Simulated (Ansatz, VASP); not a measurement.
# Zn3In5GaO12 (amorphous In20Ga4Zn12O48) in two plane-wave programs

One calculation is typed for both programs; each brings its own data sets. How far apart do they land? The structure shown is the start of the Ansatz relaxation below; VASP solves that cell, so the two are compared at the walk's first step.

Calculated with Ansatz 0.2.0; plane waves, with VASP 6.6.1 beside it; single point at PBE.

### Step 1. Starting point

The cell holds 84 atoms: 20 In, 4 Ga, 12 Zn and 48 O. Its edges and angles: a = 10.335 Å, b = 10.335 Å, c = 10.335 Å, α = 90.0°, β = 90.0°, γ = 90.0°. 84 atoms (20 In, 4 Ga, 12 Zn, 48 O) packed at random and pushed apart as soft spheres at 6.21 g/cm^3; MD (Langevin at fixed volume unless said) with the MACE-MP-0b2 small potential (Batatia et al., arXiv:2401.00096), steps of 2 fs: 0.7 ps at 2600 K, 2600 to 1560 K in 0.7 ps, 1560 to 300 K in 2 ps; then atoms relaxed.

### Step 2. Ansatz: relaxation, PBE

Ansatz runs on its default PAW (the set named soft_2) files.

The two programs are compared at the cell with which this relaxation starts, whose forces are those of its first step.

Input file input.yaml:

```yaml
crystal:
  lattice:
    - [10.33547, 0.0, 0.0]
    - [0.0, 10.33547, 0.0]
    - [0.0, 0.0, 10.33547]
  atoms:
    - { symbol: In, position: [0.97489, 0.15859, 0.28828] }
    - { symbol: In, position: [0.5882, 0.37905, 0.23022] }
    - { symbol: In, position: [0.91851, 0.83223, 0.13295] }
    - { symbol: In, position: [0.10558, 0.54786, 0.30594] }
    - { symbol: In, position: [0.13344, 0.06952, 0.01044] }
    - { symbol: In, position: [0.92947, 0.78805, 0.81347] }
    - { symbol: In, position: [0.09967, 0.5322, 0.91234] }
    - { symbol: In, position: [0.63085, 0.74085, 0.67175] }
    - { symbol: In, position: [0.3921, 0.09125, 0.23272] }
    - { symbol: In, position: [0.45347, 0.47731, 0.50628] }
    - { symbol: In, position: [0.41808, 0.51388, 0.86761] }
    - { symbol: In, position: [0.24449, 0.24122, 0.46121] }
    - { symbol: In, position: [0.73345, 0.4748, 0.78631] }
    - { symbol: In, position: [0.92911, 0.74498, 0.51254] }
    - { symbol: In, position: [0.56987, 0.78963, 0.3713] }
    - { symbol: In, position: [0.26773, 0.76101, 0.66191] }
    - { symbol: In, position: [0.1757, 0.90204, 0.34674] }
    - { symbol: In, position: [0.98245, 0.15156, 0.63555] }
    - { symbol: In, position: [0.64615, 0.77315, 0.99486] }
    - { symbol: In, position: [0.2658, 0.81093, 0.02006] }
    - { symbol: Ga, position: [0.24399, 0.23512, 0.78007] }
    - { symbol: Ga, position: [0.8776, 0.42448, 0.45356] }
    - { symbol: Ga, position: [0.77567, 0.59214, 0.23879] }
    - { symbol: Ga, position: [0.67942, 0.05866, 0.20829] }
    - { symbol: Zn, position: [0.73343, 0.04329, 0.90295] }
    - { symbol: Zn, position: [0.92154, 0.38409, 0.11331] }
    - { symbol: Zn, position: [0.44793, 0.02044, 0.55711] }
    - { symbol: Zn, position: [0.55734, 0.23747, 0.70812] }
    - { symbol: Zn, position: [0.25474, 0.35355, 0.09908] }
    - { symbol: Zn, position: [0.67683, 0.23696, 0.47253] }
    - { symbol: Zn, position: [0.15334, 0.49672, 0.61023] }
    - { symbol: Zn, position: [0.36758, 0.60016, 0.19942] }
    - { symbol: Zn, position: [0.42844, 0.98505, 0.87458] }
    - { symbol: Zn, position: [0.93744, 0.24269, 0.89062] }
    - { symbol: Zn, position: [0.75842, 0.98515, 0.63705] }
    - { symbol: Zn, position: [0.49591, 0.23382, 0.97409] }
    - { symbol: O, position: [0.97833, 0.19126, 0.07762] }
    - { symbol: O, position: [0.55633, 0.18537, 0.14438] }
    - { symbol: O, position: [0.55117, 0.97451, 0.29946] }
    - { symbol: O, position: [0.91336, 0.42743, 0.88718] }
    - { symbol: O, position: [0.0926, 0.65887, 0.75398] }
    - { symbol: O, position: [0.98783, 0.95072, 0.27777] }
    - { symbol: O, position: [0.8436, 0.29081, 0.56115] }
    - { symbol: O, position: [0.71722, 0.87315, 0.80688] }
    - { symbol: O, position: [0.09113, 0.1389, 0.82003] }
    - { symbol: O, position: [0.24841, 0.38556, 0.88697] }
    - { symbol: O, position: [0.05619, 0.87623, 0.9793] }
    - { symbol: O, position: [0.9326, 0.6764, 0.27921] }
    - { symbol: O, position: [0.36743, 0.19247, 0.65045] }
    - { symbol: O, position: [0.31868, 0.03807, 0.42076] }
    - { symbol: O, position: [0.77132, 0.169, 0.31158] }
    - { symbol: O, position: [0.50377, 0.30157, 0.39821] }
    - { symbol: O, position: [0.56428, 0.10363, 0.8513] }
    - { symbol: O, position: [0.58515, 0.63485, 0.84474] }
    - { symbol: O, position: [0.46283, 0.82253, 0.57573] }
    - { symbol: O, position: [0.67567, 0.73391, 0.1991] }
    - { symbol: O, position: [0.23789, 0.22748, 0.2394] }
    - { symbol: O, position: [0.47021, 0.86505, 0.0247] }
    - { symbol: O, position: [0.93706, 0.91635, 0.64454] }
    - { symbol: O, position: [0.76008, 0.97078, 0.07536] }
    - { symbol: O, position: [0.82657, 0.14481, 0.77763] }
    - { symbol: O, position: [0.28649, 0.88312, 0.81705] }
    - { symbol: O, position: [0.74539, 0.45514, 0.12168] }
    - { symbol: O, position: [0.31831, 0.14927, 0.94696] }
    - { symbol: O, position: [0.42792, 0.4442, 0.11388] }
    - { symbol: O, position: [0.47788, 0.61299, 0.3554] }
    - { symbol: O, position: [0.00176, 0.54991, 0.49847] }
    - { symbol: O, position: [0.61929, 0.09231, 0.58158] }
    - { symbol: O, position: [0.34274, 0.56311, 0.66919] }
    - { symbol: O, position: [0.09614, 0.4708, 0.10725] }
    - { symbol: O, position: [0.13394, 0.31075, 0.64129] }
    - { symbol: O, position: [0.2526, 0.44943, 0.43111] }
    - { symbol: O, position: [0.56651, 0.3717, 0.87151] }
    - { symbol: O, position: [0.28477, 0.62136, 0.97555] }
    - { symbol: O, position: [0.24575, 0.96847, 0.15457] }
    - { symbol: O, position: [0.97586, 0.3682, 0.30862] }
    - { symbol: O, position: [0.07527, 0.1185, 0.45978] }
    - { symbol: O, position: [0.14023, 0.78183, 0.50307] }
    - { symbol: O, position: [0.60965, 0.41009, 0.6251] }
    - { symbol: O, position: [0.73066, 0.81289, 0.49671] }
    - { symbol: O, position: [0.81564, 0.64314, 0.68823] }
    - { symbol: O, position: [0.2203, 0.71231, 0.23342] }
    - { symbol: O, position: [0.72665, 0.49669, 0.38439] }
    - { symbol: O, position: [0.84627, 0.7081, 0.98665] }
kpoints:
  mp_grid: { grid: [1, 1, 1] }
hamiltonian:
  xc: pbe
scf:
  occupations: { method: fermi_dirac, width: 0.025 }
output:
  forces: true
relax:
  f_tol: 0.04
  max_steps: 250
  cell: {}
```

Run with:

```bash
$ ansatz run input.yaml --threads 4 --pin off --max-ram 8192MiB --backend cpu --events-out ev --progress --plain --runs-dir out
```

Numbers of over 12 decimals in the logs are rounded to 6 here.

The log of the run:

```text
Engine: ansatz 0.2.0, aarch64-unknown-linux-gnu
Pseudopotentials: kind: paw
Pseudopotential: In, paw, valence charge 13, recommended cutoff 420 eV (normal), In.paw.azcp
Pseudopotential: Ga, paw, valence charge 13, recommended cutoff 420 eV (normal), Ga.paw.azcp
Pseudopotential: Zn, paw, valence charge 12, recommended cutoff 420 eV (normal), Zn.paw.azcp
Pseudopotential: O, paw, valence charge 6, recommended cutoff 420 eV (normal), O.paw.azcp
Functional definition: PBE
  parameter kappa = 0.804
  parameter beta = 0.066725
  exchange = pbe_x(kappa = kappa, mu = beta*pi^2/3)
  correlation = pbe_c(beta = beta)
Crystal: 84 atoms, lattice volume = 1104.055 Å³
Basis set: ecut = 420 eV, 21631 PW (Γ), exchange–correlation on 144×144×144 points (8 copies of the dense FFT grid, shifted against one another)
Bands: 456, of which v1, the nominal top of the filled ones, is band 372 counted from 1 (371 counted from 0)
Symmetry: 1 space group operations
Space group: P1 (ITA 1), of the structure as read, at distance tolerance 1.0e-4 Å
k-points: 1
Non-local potential: In, projectors of the file, l = 0: 2, l = 1: 2, l = 2: 2, l = 3: 2
Non-local potential: Ga, projectors of the file, l = 0: 2, l = 1: 2, l = 2: 3, l = 3: 1
Non-local potential: Zn, projectors of the file, l = 0: 2, l = 1: 2, l = 2: 3, l = 3: 1
Non-local potential: O, projectors of the file, l = 0: 2, l = 1: 2, l = 2: 1
PAW form: soft (Blöchl's): semilocal exchange-correlation on the pseudo side does not see the compensation charge
PAW one-centre angular grid: In, 590 points (default); XC on 64 Gauss nodes
PAW one-centre angular grid: Ga, 590 points (default); XC on 64 Gauss nodes
PAW one-centre angular grid: Zn, 590 points (default); XC on 64 Gauss nodes
PAW one-centre angular grid: O, 110 points (default); XC on 64 Gauss nodes
Initial density: superposition of atomic densities (neutral atoms: chi_scale 0, normalization atom), corrected by the library's trained network
Initial wavefunctions: pseudopotential atomic-orbital guess
Functional: x = pbe(κ = 0.804, μ = 0.219515), c = pbe(β = 0.066725)
SCF iter   1: F=—  HF=-194148.804377 eV  |F-HF|=—  |Δ(HF+E_count)|=         —  Δρ=3.15e-3  dr2=1.69e-1  ethr=1.77e-3  ⟨swp⟩=6.0  Hψ=1770  notcnv=0  defer=1
preconditioner: auto → Resta (q_TF=auto, 2.555 Å⁻¹)  ε∞=5.3  [insulator: Δε(μ)=0.256 eV  Ē_g=14.742 eV  σ=0.025 eV  W_gap=0.99  n_scr=304 (ndim 8)  ℏωp=30.5 eV  f_vac=0.054  D(μ)=0.95/eV (n_scr^D=0)  ε∞_Penn≈5.3]
SCF iter   2: F=—  HF=-194148.792541 eV  |F-HF|=—  |Δ(HF+E_count)|=   1.18e-2  Δρ=1.74e-3  dr2=3.04e-2  ethr=2.27e-5  ⟨swp⟩=3.0  Hψ=875  notcnv=0  defer=77
preconditioner: auto → LDOS  [insulator: Δε(μ)=0.185 eV  Ē_g=14.743 eV  σ=0.025 eV  W_gap=0.95  n_scr=304 (ndim 8)  ℏωp=30.5 eV  f_vac=0.055  D(μ)=3.78/eV (n_scr^D=6)  ε∞_Penn≈5.3  β→1.0]
SCF iter   3: F=—  HF=-194148.791357 eV  |F-HF|=—  |Δ(HF+E_count)|=   1.18e-3  Δρ=1.12e-3  dr2=1.18e-2  ethr=4.09e-6  ⟨swp⟩=2.0  Hψ=755  notcnv=0  defer=77
SCF iter   4: F=—  HF=-194148.788862 eV  |F-HF|=—  |Δ(HF+E_count)|=   2.50e-3  Δρ=3.64e-4  dr2=1.43e-3  ethr=1.59e-6  ⟨swp⟩=2.0  Hψ=730  notcnv=0  defer=77
SCF iter   5: F=—  HF=-194148.788778 eV  |F-HF|=—  |Δ(HF+E_count)|=   8.44e-5  Δρ=2.03e-4  dr2=4.64e-4  ethr=1.92e-7  ⟨swp⟩=2.0  Hψ=751  notcnv=0  defer=77
SCF iter   6: F=—  HF=-194148.788743 eV  |F-HF|=—  |Δ(HF+E_count)|=   3.48e-5  Δρ=1.00e-4  dr2=1.20e-4  ethr=6.24e-8  ⟨swp⟩=2.0  Hψ=750  notcnv=0  defer=77
SCF iter   7: F=—  HF=-194148.788733 eV  |F-HF|=—  |Δ(HF+E_count)|=   1.02e-5  Δρ=5.42e-5  dr2=3.68e-5  ethr=1.61e-8  ⟨swp⟩=2.0  Hψ=522  notcnv=0  defer=77
SCF iter   8: F=—  HF=-194148.790094 eV  |F-HF|=—  |Δ(HF+E_count)|=   1.36e-3  Δρ=3.07e-5  dr2=1.07e-5  ethr=4.94e-9  ⟨swp⟩=2.0  Hψ=661  notcnv=0  defer=77
SCF iter   9: F=—  HF=-194148.790092 eV  |F-HF|=—  |Δ(HF+E_count)|=   1.36e-6  Δρ=1.34e-5  dr2=1.86e-6  ethr=1.44e-9  ⟨swp⟩=2.0  Hψ=751  notcnv=0  defer=77
SCF iter  10: F=—  HF=-194148.790092 eV  |F-HF|=—  |Δ(HF+E_count)|=   3.78e-8  Δρ=5.69e-6  dr2=3.23e-7  ethr=2.50e-10  ⟨swp⟩=2.0  Hψ=749  notcnv=0  defer=77
SCF iter  11: F=-194148.790092 eV  HF=-194148.790092 eV  |F-HF|=6.53e-8  |Δ(HF+E_count)|=   1.07e-8  Δρ=3.07e-6  dr2=9.86e-8  ethr=1.34e-11  ⟨swp⟩=4.0  Hψ=1338  notcnv=0
SCF 1 converged in 11 iterations: F = -194148.790092 eV  dr2 = 9.86e-8
  greatest PAW one-centre occupation: 0.998 electrons in one spin orbital (limit 2), on the Ga atom at site 20 (counted from 0), in its partial waves of l = 2
relax step   1: F+E_penalty+E_count = -194148.79009235 eV  Δ(F+E_penalty+E_count) = +0.000e0 eV  max|allowed force component| = 2.075e-1 eV/Å  Δτ_max = 0.0000 Å  P = +1.263 GPa  Ω = 1104.055 Å³  (11 SCF iters, dr2 threshold 1.00e-7 eV, accepted)
Crystal: 84 atoms, lattice volume = 1119.793 Å³
Basis set: ecut = 420 eV, 21889 PW (Γ), exchange–correlation on 144×144×144 points (8 copies of the dense FFT grid, shifted against one another)
[...]
atom  62  O      0.00265922    -0.00142329     0.00182346
  atom  63  O     -0.00422191    -0.00021187    -0.00181975
  atom  64  O      0.00243844     0.00264273    -0.00124491
  atom  65  O      0.00163002    -0.00114367     0.00259903
  atom  66  O      0.00155585    -0.00244403    -0.00009273
  atom  67  O     -0.00104980    -0.00002821     0.00199544
  atom  68  O      0.00009345     0.00044688    -0.00324575
  atom  69  O      0.00102582    -0.00093885    -0.00241630
  atom  70  O      0.00233687     0.00088644     0.00073734
  atom  71  O     -0.00085414     0.00093436    -0.00059222
  atom  72  O      0.00180355     0.00042526    -0.00213294
  atom  73  O      0.00003322     0.00077549    -0.00046415
  atom  74  O      0.00023749    -0.00097599     0.00067262
  atom  75  O     -0.00124911    -0.00092354     0.00203703
  atom  76  O     -0.00146082     0.00223683    -0.00225842
  atom  77  O      0.00373762     0.00336630    -0.00368814
  atom  78  O     -0.00158108    -0.00003178    -0.00044135
  atom  79  O      0.00003704    -0.00021921     0.00008490
  atom  80  O      0.00007472    -0.00019080    -0.00285328
  atom  81  O     -0.00136656    -0.00076544     0.00126940
  atom  82  O      0.00052947    -0.00144856     0.00011891
  atom  83  O     -0.00473762     0.00153981    -0.00017395
  atom  84  O     -0.00076878    -0.00105080     0.00237732
  max |Σ_I F_I| component: 7.66e-6 eV/Å
--- Stress (GPa, compression-positive) ---
        0.003802      -0.007543      -0.002447
       -0.007543       0.011378       0.010201
       -0.002447       0.010201      -0.002996
  P = ⅓ Tr σ = 0.0041 GPa (0.041 kbar)
--- Relaxed structure (50 steps of the walk, 47 accepted, 4 SCFs on fresh bases) ---
  F+E_penalty+E_count = -194152.10685548 eV   max|allowed force component| = 1.436e-2 eV/Å   (the final SCF, on the basis selected at the relaxed cell)
  cell:  # Å, volume = 1182.6696 Å³
    - [10.555206, -0.066403, -0.590315]
    - [-0.066403, 11.022824, 0.547846]
    - [-0.590315, 0.547846, 10.225178]
  atoms:
    - { symbol: In, position: [0.988808, 0.141462, 0.286490] }
    - { symbol: In, position: [0.572892, 0.375312, 0.165321] }
    - { symbol: In, position: [0.918426, 0.852464, 0.132724] }
    - { symbol: In, position: [0.103834, 0.556654, 0.290775] }
    - { symbol: In, position: [0.156135, 0.041646, -0.055665] }
    - { symbol: In, position: [0.905576, 0.822612, 0.822579] }
    - { symbol: In, position: [0.055882, 0.547453, 0.897879] }
    - { symbol: In, position: [0.527582, 0.698477, 0.674769] }
    - { symbol: In, position: [0.383851, 0.081399, 0.224324] }
    - { symbol: In, position: [0.632263, 0.477783, 0.513511] }
    - { symbol: In, position: [0.386357, 0.531939, 0.916577] }
    - { symbol: In, position: [0.253515, 0.257682, 0.459292] }
    - { symbol: In, position: [0.687489, 0.467478, 0.838068] }
    - { symbol: In, position: [0.943877, 0.701743, 0.515785] }
    - { symbol: In, position: [0.613821, 0.779969, 0.349398] }
    - { symbol: In, position: [0.221483, 0.771314, 0.712510] }
    - { symbol: In, position: [0.190508, 0.865773, 0.340314] }
    - { symbol: In, position: [0.955504, 0.136281, 0.640461] }
    - { symbol: In, position: [0.648495, 0.765407, 0.987117] }
    - { symbol: In, position: [0.291684, 0.795935, 0.047627] }
    - { symbol: Ga, position: [0.218218, 0.283560, 0.807042] }
    - { symbol: Ga, position: [0.929017, 0.413100, 0.466283] }
    - { symbol: Ga, position: [0.796015, 0.586724, 0.237855] }
    - { symbol: Ga, position: [0.674280, 0.048875, 0.192756] }
    - { symbol: Zn, position: [0.720608, 0.023231, 0.873411] }
    - { symbol: Zn, position: [0.920922, 0.386872, 0.115842] }
    - { symbol: Zn, position: [0.446029, 0.00697922, 0.546051] }
    - { symbol: Zn, position: [0.573503, 0.196484, 0.668391] }
    - { symbol: Zn, position: [0.231808, 0.370309, 0.119050] }
    - { symbol: Zn, position: [0.701516, 0.207109, 0.432251] }
    - { symbol: Zn, position: [0.237160, 0.511254, 0.579326] }
    - { symbol: Zn, position: [0.385809, 0.570039, 0.298144] }
    - { symbol: Zn, position: [0.427999, 0.953685, 0.830696] }
    - { symbol: Zn, position: [0.912986, 0.240656, 0.907240] }
    - { symbol: Zn, position: [0.747350, 0.938260, 0.587005] }
    - { symbol: Zn, position: [0.490369, 0.206951, 0.941080] }
    - { symbol: O, position: [0.980908, 0.222192, 0.092479] }
    - { symbol: O, position: [0.544585, 0.174131, 0.140514] }
    - { symbol: O, position: [0.555964, 0.953063, 0.278274] }
    - { symbol: O, position: [0.885555, 0.427132, 0.897152] }
    - { symbol: O, position: [0.00903064, 0.688433, 0.741688] }
    - { symbol: O, position: [1.015652, 0.951065, 0.273532] }
    - { symbol: O, position: [0.846308, 0.285183, 0.544883] }
    - { symbol: O, position: [0.703225, 0.862912, 0.789533] }
    - { symbol: O, position: [0.068432, 0.187845, 0.812632] }
    - { symbol: O, position: [0.214014, 0.416072, 0.907931] }
    - { symbol: O, position: [0.017245, 0.909403, 0.970197] }
    - { symbol: O, position: [0.946581, 0.683921, 0.274956] }
    - { symbol: O, position: [0.399303, 0.167521, 0.580130] }
    - { symbol: O, position: [0.326725, -0.011714, 0.394861] }
    - { symbol: O, position: [0.789234, 0.131395, 0.300290] }
    - { symbol: O, position: [0.589266, 0.348052, 0.371497] }
    - { symbol: O, position: [0.545452, 0.088648, 0.836363] }
    - { symbol: O, position: [0.563944, 0.620149, 0.882576] }
    - { symbol: O, position: [0.421571, 0.856369, 0.665878] }
    - { symbol: O, position: [0.660719, 0.692859, 0.192784] }
    - { symbol: O, position: [0.268227, 0.234254, 0.250612] }
    - { symbol: O, position: [0.472528, 0.841952, -0.00457315] }
    - { symbol: O, position: [0.929200, 0.948483, 0.653550] }
    - { symbol: O, position: [0.744261, 0.959853, 0.071560] }
[...]
- { symbol: O, position: [0.077338, 0.157241, 0.475549] }
    - { symbol: O, position: [0.133049, 0.777989, 0.516845] }
    - { symbol: O, position: [0.604955, 0.365027, 0.683478] }
    - { symbol: O, position: [0.776783, 0.807691, 0.476913] }
    - { symbol: O, position: [0.690972, 0.600487, 0.664793] }
    - { symbol: O, position: [0.244173, 0.708733, 0.240429] }
    - { symbol: O, position: [0.798263, 0.536993, 0.422986] }
    - { symbol: O, position: [0.846353, 0.719404, 1.001541] }
```

[end of part 1 of 2]

[Lines on the potential files, build, host, timing and source positions are cut from VASP's logs without a mark.]

[Logs are printed without paths, hosts, clocks, repeated set-up lines and the standing remarks that a program may print on its own settings, such as how far it seeks lower states.]

[Hosts, paths, dates, database ids (printed as entryN), source tags and the programs' standing remarks are cut or masked in the printed files.]
